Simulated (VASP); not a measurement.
Calculation: PBEsol GGA, VASP's PBE PAW potentials (set 64) (plane waves; VASP).

VASP input:

File POSCAR:
```
Cu
1
    0.0000000000     1.7815983225     1.7815983225
    1.7815983225     0.0000000000     1.7815983225
    1.7815983225     1.7815983225     0.0000000000
Cu
1
Direct
  0.0000000000   0.0000000000   0.0000000000
```

KPOINTS:
```
Automatic
0
gamma
 20 20 20
```

### INCAR
```
! general
SYSTEM =Cu
PREC   =Accurate
ENCUT  =400   ! plane-wave cut-off (eV)
LREAL  =.FALSE.   ! projection in real space or not
LASPH  =.TRUE.   ! aspherical one-centre terms

! electronic loop
EDIFF  =1E-7
NELM   =100
ALGO   =Normal   ! blocked Davidson
LMAXMIX=4

! smearing
ISMEAR =-5

! functional
GGA    =PS   ! PBEsol

! ions
ISIF   =2   ! forces and stress, cell fixed

! output
LWAVE  =.FALSE.
LCHARG =.TRUE.
LORBIT =11
NEDOS  =601   ! DOS grid
```

POTCAR, in this order: Cu (PBE.64 set). Program: vasp_std.

**Question.** What will the output report for the number of irreducible k-points (NKPTS), number of bands (NBANDS), largest plane-wave count, number of space-group operations, FFT grid (NGX, NGY, NGZ)?

**Answer.** 
```yaml
number of irreducible k-points (NKPTS): 256
number of bands (NBANDS): 9
largest_plane_wave_count: 212
number_of_space_group_operations: 48
FFT grid (NGX, NGY, NGZ): 16 × 16 × 16
```

The compound is Cu in the fcc structure. It was relaxed first.
